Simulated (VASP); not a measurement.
Crystal: MgBe.

```
CELL_PARAMETERS angstrom
2.90235 0.00000 0.00000
0.00000 2.90235 0.00000
0.00000 0.00000 2.90235
ATOMIC_POSITIONS crystal
Mg 0.50000 0.50000 0.50000
Be 0.00000 0.00000 0.00000
```

The cell was built by a generator and needn't be a form met in nature.

```yaml
Program: VASP 6.6.1
Task: relaxation of cell and atoms
Functional: MS2
Potentials_or_basis: VASP PAW PBE potentials, release 64 (Mg, Be)
Cutoff: 600 eV
k_mesh: 9 × 9 × 9
Occupations: methfessel-paxton, width 0.1 eV
Spin: no spin polarisation
```

At the start: pressure 13.6 GPa; volume 12.22 Å³/atom.

**Question.** How do energy, volume and symmetry change on relaxing?

**Answer.** Over 3 steps the energy falls by 78.7 meV/atom and the volume is 14.33 Å³/atom (+17.2 %); space group Pm-3m (No. 221, to 0.05 Å).

Step by step:
```csv
step,energy change (eV),largest force (eV/Å),pressure (GPa),volume (Å³)
1,0.0000,0.0000,13.62,24.45
2,-0.1566,0.0000,0.75,28.31
3,-0.1573,0.0000,-0.05,28.66
```

Final structure:
```
CELL_PARAMETERS angstrom
3.06042 0.00000 0.00000
0.00000 3.06042 0.00000
0.00000 0.00000 3.06042
ATOMIC_POSITIONS crystal
Mg 0.50000 0.50000 0.50000
Be 0.00000 0.00000 0.00000
```

Caveat: the volume moved by over 15 % at a fixed basis, so the end points are rough; the PAW data sets were made with another functional, which shifts forces and pressure a little.
